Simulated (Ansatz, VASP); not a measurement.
# Cross-check of SiO2 (Cristobalite) between VASP and Ansatz, part 2 of 3

Wanted: the spread between two codes on one cell, functional and k mesh. The cell is taken from a series of runs on this material, whose earlier steps may have relaxed, scaled, displaced or heated it; both programs get it as it stands.

VASP 6.6.1 and Ansatz 0.2.0.

So far: The starting structure; VASP: zone-centre phonons, LDA.

## 2. VASP: zone-centre phonons, LDA (continued)

Level of this step: LDA; plane waves and PAW (O, Si) (VASP).

Parts of OUTCAR (step 2):

```text
ion  position               nearest neighbor table
   1  0.241  0.094  0.174-  10 1.61   9 1.61
   2  0.406  0.741  0.424-  11 1.61  10 1.61
   3  0.759  0.906  0.674-  12 1.61  11 1.61
   4  0.594  0.259  0.924-   9 1.61  12 1.61
   5  0.741  0.406  0.576-  11 1.61  12 1.61
   6  0.906  0.759  0.326-  10 1.61  11 1.61
   7  0.259  0.594  0.076-   9 1.61  10 1.61
   8  0.094  0.241  0.826-  12 1.61   9 1.61
   9  0.294  0.294  0.000-   4 1.61   7 1.61   1 1.61   8 1.61  10 3.10  12 3.10  10 3.10  12 3.10

  LATTYP: Found a simple tetragonal cell.
 ALAT       =     5.0298251449
 C/A-ratio  =     1.3981643183

 Subroutine GETGRP returns: Found  8 space group operations
 (whereof  2 operations were pure point group operations)

The static configuration has the point symmetry C_2 .
 The point group associated with its full space group is D_4 .

 Found     18 irreducible k-points:

   k-points           NKPTS =     18   k-points in BZ     NKDIM =     18   number of bands    NBANDS=     44

   dimension x,y,z NGX =    40 NGY =   40 NGZ =   56
   dimension x,y,z NGXF=    80 NGYF=   80 NGZF=  112

   ENCUT  =  600.0 eV  44.10 Ry    6.64 a.u.  10.05 10.05 14.05*2*pi/ulx,y,z

   NELECT =      64.0000    total number of electrons

 k-points in reciprocal lattice and weights: Automatic mesh
   0.00000000  0.00000000  0.00000000       0.016
   0.25000000  0.00000000  0.00000000       0.062
   0.50000000  0.00000000  0.00000000       0.031
   0.25000000  0.25000000  0.00000000       0.062
   0.50000000  0.25000000  0.00000000       0.062
   0.50000000  0.50000000  0.00000000       0.016
   0.00000000  0.00000000  0.25000000       0.031
   0.25000000  0.00000000  0.25000000       0.125
   0.50000000  0.00000000  0.25000000       0.062
[...]
0.50000000  0.25000000  0.50000000       0.062
   0.50000000  0.50000000  0.50000000       0.016

 average (electrostatic) potential at core
       1 -74.8655       2 -74.8655       3 -74.8655       4 -74.8655       5 -74.8655
       6 -74.8655       7 -74.8655       8 -74.8655       9 -89.4717      10 -89.4717
      11 -89.4717      12 -89.4717

  Total       -0.6562216     -0.6562216     -0.7090096      0.0000000      0.0000000     -0.0000000
  in kB       -5.9094115     -5.9094115     -6.3847787      0.0000000      0.0000000     -0.0000000
  external PRESSURE =      -6.0678673 kB  Pullay stress =       0.0000000 kB

  energy-cutoff  :      600.00
  volume of cell :      177.92
      direct lattice vectors                 reciprocal lattice vectors
     5.029825145  0.000000000  0.000000000     0.198814068  0.000000000  0.000000000
     0.000000000  5.029825145  0.000000000     0.000000000  0.198814068  0.000000000
     0.000000000  0.000000000  7.032522045     0.000000000  0.000000000  0.142196497

 POSITION                                       TOTAL-FORCE (eV/Angst)
 -----------------------------------------------------------------------------------
      1.21300      0.47079      1.22163         0.001092     -0.000330     -0.006504
[...]
2.985706  1.301912  6.496021     0.270542   -0.050513   -0.204535
      3.727913  2.044120  4.052762    -0.044167    0.234655   -0.179434
      4.559032  3.816825  2.294631    -0.265175   -0.047088    0.186583
      1.301912  2.985706  0.536501    -0.044167    0.234655    0.179434
      0.470793  1.213000  5.810892    -0.265175   -0.047088   -0.186583
      1.481011  1.481011  0.000000    -0.007879    0.001904    0.022672
      1.033901  3.995924  1.758131     0.067502    0.067067   -0.311848
      3.548814  3.548814  3.516261    -0.007879    0.001904   -0.022672
      3.995924  1.033901  5.274392     0.067502    0.067067    0.311848

   2 f  =   36.323980 THz   228.230300 2PiTHz 1211.637568 cm-1   150.223845 meV
             X         Y         Z           dx          dy          dz
      1.213000  0.470793  1.221630    -0.050513   -0.270542    0.204535
      2.044120  3.727913  2.979760    -0.228446    0.040204   -0.158668
      3.816825  4.559032  4.737891    -0.050513   -0.270542   -0.204535
      2.985706  1.301912  6.496021    -0.228446    0.040204    0.158668
      3.727913  2.044120  4.052762    -0.047088    0.265175   -0.186583
      4.559032  3.816825  2.294631     0.234655    0.044167   -0.179434
      1.301912  2.985706  0.536501    -0.047088    0.265175    0.186583
      0.470793  1.213000  5.810892     0.234655    0.044167    0.179434
      1.481011  1.481011  0.000000     0.067067   -0.067502   -0.311848
      1.033901  3.995924  1.758131     0.001904    0.007879   -0.022672
      3.548814  3.548814  3.516261     0.067067   -0.067502    0.311848
      3.995924  1.033901  5.274392     0.001904    0.007879    0.022672

   3 f  =   34.266592 THz   215.303350 2PiTHz 1143.010490 cm-1   141.715176 meV
             X         Y         Z           dx          dy          dz
      1.213000  0.470793  1.221630    -0.057586   -0.287049    0.198184
      2.044120  3.727913  2.979760    -0.287049    0.057586   -0.198184
      3.816825  4.559032  4.737891     0.057586    0.287049    0.198184
      2.985706  1.301912  6.496021     0.287049   -0.057586   -0.198184
      3.727913  2.044120  4.052762     0.057586   -0.287049    0.198184
      4.559032  3.816825  2.294631     0.287049    0.057586   -0.198184
      1.301912  2.985706  0.536501    -0.057586    0.287049    0.198184
      0.470793  1.213000  5.810892    -0.287049   -0.057586   -0.198184
      1.481011  1.481011  0.000000     0.003139    0.003139    0.000000
      1.033901  3.995924  1.758131     0.003139   -0.003139   -0.000000
      3.548814  3.548814  3.516261    -0.003139   -0.003139   -0.000000
      3.995924  1.033901  5.274392    -0.003139    0.003139   -0.000000

   4 f  =   33.057734 THz   207.707871 2PiTHz 1102.687327 cm-1   136.715743 meV
             X         Y         Z           dx          dy          dz
      1.213000  0.470793  1.221630    -0.034696   -0.265421    0.152337
      2.044120  3.727913  2.979760     0.265421   -0.034696    0.152337
      3.816825  4.559032  4.737891     0.034696    0.265421    0.152337
      2.985706  1.301912  6.496021    -0.265421    0.034696    0.152337
      3.727913  2.044120  4.052762     0.034696   -0.265421    0.152337
      4.559032  3.816825  2.294631    -0.265421   -0.034696    0.152337
      1.301912  2.985706  0.536501    -0.034696    0.265421    0.152337
      0.470793  1.213000  5.810892     0.265421    0.034696    0.152337
      1.481011  1.481011  0.000000     0.060918   -0.060918   -0.229915
      1.033901  3.995924  1.758131     0.060918    0.060918   -0.229915
      3.548814  3.548814  3.516261    -0.060918    0.060918   -0.229915
      3.995924  1.033901  5.274392    -0.060918   -0.060918   -0.229915

   5 f  =   32.980512 THz   207.222666 2PiTHz 1100.111451 cm-1   136.396375 meV
             X         Y         Z           dx          dy          dz
      1.213000  0.470793  1.221630     0.048425    0.242757   -0.187700
      2.044120  3.727913  2.979760     0.242757   -0.048425    0.187700
      3.816825  4.559032  4.737891    -0.048425   -0.242757   -0.187700
      2.985706  1.301912  6.496021    -0.242757    0.048425    0.187700
      3.727913  2.044120  4.052762     0.048425   -0.242757    0.187700
      4.559032  3.816825  2.294631     0.242757    0.048425   -0.187700
      1.301912  2.985706  0.536501    -0.048425    0.242757    0.187700
      0.470793  1.213000  5.810892    -0.242757   -0.048425   -0.187700
      1.481011  1.481011  0.000000     0.158445   -0.158445    0.082317
      1.033901  3.995924  1.758131    -0.158445   -0.158445   -0.082317
      3.548814  3.548814  3.516261    -0.158445    0.158445    0.082317
      3.995924  1.033901  5.274392     0.158445    0.158445   -0.082317

   6 f  =   32.954296 THz   207.057951 2PiTHz 1099.237004 cm-1   136.287957 meV
             X         Y         Z           dx          dy          dz
      1.213000  0.470793  1.221630    -0.033252   -0.268102    0.212441
      2.044120  3.727913  2.979760    -0.211900    0.065964   -0.156558
      3.816825  4.559032  4.737891    -0.033252   -0.268102   -0.212441
      2.985706  1.301912  6.496021    -0.211900    0.065964    0.156558
      3.727913  2.044120  4.052762     0.070758   -0.255465    0.191253
      4.559032  3.816825  2.294631    -0.226975   -0.021220    0.181834
      1.301912  2.985706  0.536501     0.070758   -0.255465   -0.191253
      0.470793  1.213000  5.810892    -0.226975   -0.021220   -0.181834
      1.481011  1.481011  0.000000     0.157222    0.185511   -0.006189
      1.033901  3.995924  1.758131     0.145653    0.175813    0.070331
      3.548814  3.548814  3.516261     0.157222    0.185511    0.006189
      3.995924  1.033901  5.274392     0.145653    0.175813   -0.070331

   7 f  =   32.954296 THz   207.057951 2PiTHz 1099.237004 cm-1   136.287957 meV
             X         Y         Z           dx          dy          dz
      1.213000  0.470793  1.221630     0.065964    0.211900   -0.156558
      2.044120  3.727913  2.979760    -0.268102    0.033252   -0.212441
      3.816825  4.559032  4.737891     0.065964    0.211900    0.156558
      2.985706  1.301912  6.496021    -0.268102    0.033252    0.212441
      3.727913  2.044120  4.052762    -0.021220    0.226975   -0.181834
      4.559032  3.816825  2.294631    -0.255465   -0.070758    0.191253
      1.301912  2.985706  0.536501    -0.021220    0.226975    0.181834
      0.470793  1.213000  5.810892    -0.255465   -0.070758   -0.191253
      1.481011  1.481011  0.000000     0.175813   -0.145653    0.070331
      1.033901  3.995924  1.758131     0.185511   -0.157222    0.006189
      3.548814  3.548814  3.516261     0.175813   -0.145653   -0.070331
      3.995924  1.033901  5.274392     0.185511   -0.157222   -0.006189

   8 f  =   32.892616 THz   206.670402 2PiTHz 1097.179573 cm-1   136.032869 meV
             X         Y         Z           dx          dy          dz
      1.213000  0.470793  1.221630     0.047852    0.242712   -0.186981
      2.044120  3.727913  2.979760    -0.242712    0.047852   -0.186981
      3.816825  4.559032  4.737891    -0.047852   -0.242712   -0.186981
      2.985706  1.301912  6.496021     0.242712   -0.047852   -0.186981
      3.727913  2.044120  4.052762     0.047852   -0.242712    0.186981
      4.559032  3.816825  2.294631    -0.242712   -0.047852    0.186981
      1.301912  2.985706  0.536501    -0.047852    0.242712    0.186981
      0.470793  1.213000  5.810892     0.242712    0.047852    0.186981
      1.481011  1.481011  0.000000    -0.169821   -0.169821   -0.000000
    [... 421 further lines ...]
      3.548814  3.548814  3.516261     0.289415   -0.181851    0.000257
      3.995924  1.033901  5.274392     0.289477   -0.181951    0.000059

 MACROSCOPIC STATIC DIELECTRIC TENSOR IONIC CONTRIBUTION
 ------------------------------------------------------
           1.784918    -0.000000    -0.000000
          -0.000000     1.784918     0.000000
          -0.000000     0.000000     1.623543
 ------------------------------------------------------

 ELASTIC MODULI CONTR FROM IONIC RELAXATION (kBar)
 Direction    XX          YY          ZZ          XY          YZ          ZX
 --------------------------------------------------------------------------------
 XX       -3180.6160   -193.6296  -1285.9275      0.0000      0.0000      0.0000
 YY        -193.6296  -3180.6160  -1285.9275      0.0000     -0.0000     -0.0000
 ZZ       -1285.9275  -1285.9275  -2279.8882     -0.0000      0.0000      0.0000
 XY           0.0000      0.0000     -0.0000   -166.1091     -0.0000      0.0000
 YZ           0.0000     -0.0000      0.0000      0.0000   -727.6474     -0.0000
 ZX           0.0000     -0.0000      0.0000      0.0000     -0.0000   -729.5469
 --------------------------------------------------------------------------------

 PIEZOELECTRIC TENSOR IONIC CONTR  for field in x, y, z        (C/m^2)
          XX          YY          ZZ          XY          YZ          ZX
  --------------------------------------------------------------------------------
  x     0.00000    -0.00000     0.00000    -0.00000    -0.01389    -0.00000
  y    -0.00000     0.00000    -0.00000    -0.00000    -0.00000     0.01595
  z     0.00000    -0.00000     0.00000     0.00008     0.00000    -0.00000
```

(Continued in part 3 of 3.)

[Lines on the potential files, build, host, timing and source positions are cut from VASP's logs without a mark.]

[Logs are printed without paths, hosts, clocks, repeated set-up lines and the standing remarks that a program may print on its own settings, such as how far it seeks lower states.]

[Hosts, paths, dates, database ids (printed as entryN), source tags and the programs' standing remarks are cut or masked in the printed files.]
